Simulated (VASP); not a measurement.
OSZICAR of a VASP run on Sn (space group I4/mmm):

File OSZICAR:
```
       N       E                     dE             d eps       ncg     rms          rms(c)
DAV:   1     0.654842827900E+02    0.65484E+02   -0.65900E+03  4412   0.165E+03
DAV:   2    -0.525002912389E+00   -0.66009E+02   -0.64589E+02  4434   0.304E+02
DAV:   3    -0.417766786490E+01   -0.36527E+01   -0.36355E+01  4921   0.694E+01
DAV:   4    -0.425202899665E+01   -0.74361E-01   -0.74339E-01  4940   0.105E+01
DAV:   5    -0.425487880306E+01   -0.28498E-02   -0.28497E-02  5279   0.194E+00    0.147E+00
DAV:   6    -0.423759112071E+01    0.17288E-01   -0.20499E-02  5083   0.286E+00    0.789E-01
DAV:   7    -0.423229698995E+01    0.52941E-02   -0.11448E-02  5060   0.200E+00    0.124E-01
DAV:   8    -0.423196277903E+01    0.33421E-03   -0.67512E-04  4920   0.527E-01    0.191E-02
DAV:   9    -0.423196267008E+01    0.10894E-06   -0.12485E-05  5701   0.510E-02    0.118E-02
DAV:  10    -0.423196298557E+01   -0.31548E-06   -0.69543E-07  2990   0.106E-02
   1 F= -.42319630E+01 E0= -.42320099E+01  d E =-.423196E+01
       N       E                     dE             d eps       ncg     rms          rms(c)
DAV:   1    -0.426408376987E+01   -0.32121E-01   -0.73414E-01  5119   0.127E+01    0.918E-01
DAV:   2    -0.424422810367E+01    0.19856E-01   -0.29677E-02  4957   0.335E+00    0.512E-01
DAV:   3    -0.423585291999E+01    0.83752E-02   -0.14250E-02  6473   0.272E+00    0.869E-02
DAV:   4    -0.423563921845E+01    0.21370E-03   -0.13895E-03  4948   0.710E-01    0.313E-02
DAV:   5    -0.423562526928E+01    0.13949E-04   -0.47507E-05  5114   0.118E-01    0.175E-02
DAV:   6    -0.423562207087E+01    0.31984E-05   -0.14340E-05  5292   0.740E-02    0.219E-03
DAV:   7    -0.423562166721E+01    0.40367E-06   -0.95363E-07  2771   0.193E-02
   2 F= -.42356217E+01 E0= -.42356075E+01  d E =-.365868E-02
       N       E                     dE             d eps       ncg     rms          rms(c)
DAV:   1    -0.424573883540E+01   -0.10117E-01   -0.23537E-01  5137   0.711E+00    0.521E-01
DAV:   2    -0.423932035961E+01    0.64185E-02   -0.93466E-03  4984   0.198E+00    0.291E-01
DAV:   3    -0.423662350555E+01    0.26969E-02   -0.45626E-03  6481   0.162E+00    0.497E-02
DAV:   4    -0.423655369710E+01    0.69808E-04   -0.45677E-04  4945   0.399E-01    0.176E-02
DAV:   5    -0.423654957279E+01    0.41243E-05   -0.15446E-05  5043   0.654E-02    0.101E-02
DAV:   6    -0.423654859700E+01    0.97579E-06   -0.47552E-06  4144   0.428E-02
   3 F= -.42365486E+01 E0= -.42364669E+01  d E =-.458561E-02
       N       E                     dE             d eps       ncg     rms          rms(c)
DAV:   1    -0.427250413762E+01   -0.35955E-01   -0.92499E-01  5137   0.142E+01    0.102E+00
DAV:   2    -0.424793652581E+01    0.24568E-01   -0.37093E-02  4960   0.369E+00    0.573E-01
DAV:   3    -0.423747317838E+01    0.10463E-01   -0.17951E-02  6454   0.300E+00    0.973E-02
DAV:   4    -0.423720549134E+01    0.26769E-03   -0.17599E-03  4939   0.802E-01    0.354E-02
DAV:   5    -0.423718590806E+01    0.19583E-04   -0.60876E-05  5054   0.138E-01    0.191E-02
DAV:   6    -0.423718224218E+01    0.36659E-05   -0.17967E-05  5228   0.810E-02    0.243E-03
DAV:   7    -0.423718176080E+01    0.48138E-06   -0.11857E-06  2801   0.215E-02
   4 F= -.42371818E+01 E0= -.42371975E+01  d E =-.521878E-02
       N       E                     dE             d eps       ncg     rms          rms(c)
DAV:   1    -0.430164486321E+01   -0.64463E-01   -0.14753E+00  5194   0.203E+01    0.138E+00
DAV:   2    -0.425499645551E+01    0.46648E-01   -0.76153E-02  4947   0.567E+00    0.717E-01
DAV:   3    -0.423901186931E+01    0.15985E-01   -0.30929E-02  6281   0.386E+00    0.137E-01
DAV:   4    -0.423838957362E+01    0.62230E-03   -0.23878E-03  4989   0.915E-01    0.351E-02
DAV:   5    -0.423837674287E+01    0.12831E-04   -0.12760E-04  6066   0.179E-01    0.147E-02
DAV:   6    -0.423837602782E+01    0.71504E-06   -0.67649E-06  4755   0.333E-02
   5 F= -.42383760E+01 E0= -.42382035E+01  d E =-.119427E-02
       N       E                     dE             d eps       ncg     rms          rms(c)
DAV:   1    -0.424216579489E+01   -0.37891E-02   -0.87768E-02  5203   0.515E+00    0.333E-01
DAV:   2    -0.423945215896E+01    0.27136E-02   -0.45767E-03  4933   0.142E+00    0.172E-01
DAV:   3    -0.423851951875E+01    0.93264E-03   -0.18479E-03  6278   0.996E-01    0.330E-02
DAV:   4    -0.423847946580E+01    0.40053E-04   -0.15998E-04  4960   0.228E-01    0.849E-03
DAV:   5    -0.423847857370E+01    0.89209E-06   -0.83449E-06  4972   0.442E-02
   6 F= -.42384786E+01 E0= -.42383282E+01  d E =-.129681E-02
       N       E                     dE             d eps       ncg     rms          rms(c)
DAV:   1    -0.423849588024E+01   -0.16414E-04   -0.36211E-04  5203   0.329E-01    0.216E-02
DAV:   2    -0.423848408946E+01    0.11791E-04   -0.19797E-05  4930   0.958E-02    0.111E-02
DAV:   3    -0.423848033230E+01    0.37572E-05   -0.77022E-06  5424   0.644E-02    0.217E-03
DAV:   4    -0.423848045063E+01   -0.11833E-06   -0.63589E-07  2372   0.145E-02
   7 F= -.42384805E+01 E0= -.42383289E+01  d E =-.129869E-02
       N       E                     dE             d eps       ncg     rms          rms(c)
DAV:   1    -0.423926538812E+01   -0.78506E-03   -0.19071E-02  5200   0.238E+00    0.156E-01
DAV:   2    -0.423866942221E+01    0.59597E-03   -0.98470E-04  4936   0.673E-01    0.805E-02
DAV:   3    -0.423846686674E+01    0.20256E-03   -0.40120E-04  6227   0.464E-01    0.155E-02
DAV:   4    -0.423846105934E+01    0.58074E-05   -0.35325E-05  4955   0.106E-01    0.395E-03
DAV:   5    -0.423846091695E+01    0.14239E-06   -0.14437E-06  2842   0.209E-02
   8 F= -.42384609E+01 E0= -.42383011E+01  d E =-.127916E-02
       N       E                     dE             d eps       ncg     rms          rms(c)
DAV:   1    -0.423892604746E+01   -0.46499E-03   -0.10570E-02  5200   0.178E+00    0.116E-01
DAV:   2    -0.423859973690E+01    0.32631E-03   -0.54878E-04  4936   0.504E-01    0.599E-02
DAV:   3    -0.423848719917E+01    0.11254E-03   -0.22259E-04  6243   0.349E-01    0.115E-02
DAV:   4    -0.423848147614E+01    0.57230E-05   -0.19936E-05  4944   0.788E-02    0.292E-03
DAV:   5    -0.423848132267E+01    0.15347E-06   -0.80605E-07  2474   0.157E-02
   9 F= -.42384813E+01 E0= -.42383278E+01  d E =-.129956E-02
       N       E                     dE             d eps       ncg     rms          rms(c)
DAV:   1    -0.423868270908E+01   -0.20123E-03   -0.49463E-03  5137   0.997E-01    0.757E-02
DAV:   2    -0.423854966080E+01    0.13305E-03   -0.18664E-04  5020   0.304E-01    0.425E-02
DAV:   3    -0.423849269715E+01    0.56964E-04   -0.93321E-05  6483   0.254E-01    0.713E-03
DAV:   4    -0.423849226803E+01    0.42912E-06   -0.10281E-05  4944   0.578E-02    0.252E-03
DAV:   5    -0.423849213923E+01    0.12881E-06   -0.28345E-07  2255   0.987E-03
  10 F= -.42384921E+01 E0= -.42383414E+01  d E =-.108166E-04
```

Question: Which electronic solver shows in the log?

Answer: It is blocked Davidson (ALGO = Normal, or the opening steps of other solvers). The INCAR had ALGO = Normal.

Question: Can the final energy be trusted as converged?

Answer: Self-consistency was reached. It stopped with EDIFF = 1E-6, NELM = 100, NSW = 60 and EDIFFG = -0.01 after 10 ionic steps (PBEsol GGA, plane waves, VASP's PBE PAW potentials (set 64)).

The structure comes from a measured Sn entry (I4/mmm) of the Crystallography Open Database, whose conditions weren't checked. This run relaxes it. Symmetry was kept, so distortions that lower it aren't found. The start is the result of an earlier pass.
